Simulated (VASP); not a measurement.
Here is the system:

```xyz
2
Lattice="4.1455 0.0000 0.0000 0.0000 4.1455 0.0000 0.0000 0.0000 4.1455" Properties=species:S:1:pos:R:3 pbc="T T T"
Cs     0.0000     0.0000     0.0000
Br     2.0728     2.0728     2.0728
```

The numbers are results of LDA (Ceperley-Alder, Perdew-Zunger), VASP's LDA PAW potentials (set 64) (plane waves; VASP), not measurements. Run with 500 eV cut-off, 7×7×7 Γ-centred mesh, Gaussian smearing of 0.050 eV, potentials Cs_sv Br.

Energy and stress use the plane-wave basis of the starting cell.

Task: The ions, cell shape and volume at an external pressure of 5.0 GPa are relaxed. Give the cell that the relaxation ends in.

Result: 
```xyz
2
Lattice="3.9355 0.0000 0.0000 0.0000 3.9355 0.0000 0.0000 0.0000 3.9355" Properties=species:S:1:pos:R:3 pbc="T T T"
Cs     0.0000     0.0000     0.0000
Br     1.9678     1.9678     1.9678
```
Space group Pm-3m (221), at a tolerance of 0.03 Å.

Task: How do energy and volume change from the first to the last step?

Result: The energy (σ→0) changes by +68.9 meV/atom and the volume by -14.4 %, in 3 ionic steps.

The compound is CsBr in the CsCl type structure. This run relaxes it under an external pressure of 5 GPa. Symmetry was kept, so distortions that lower it aren't found.
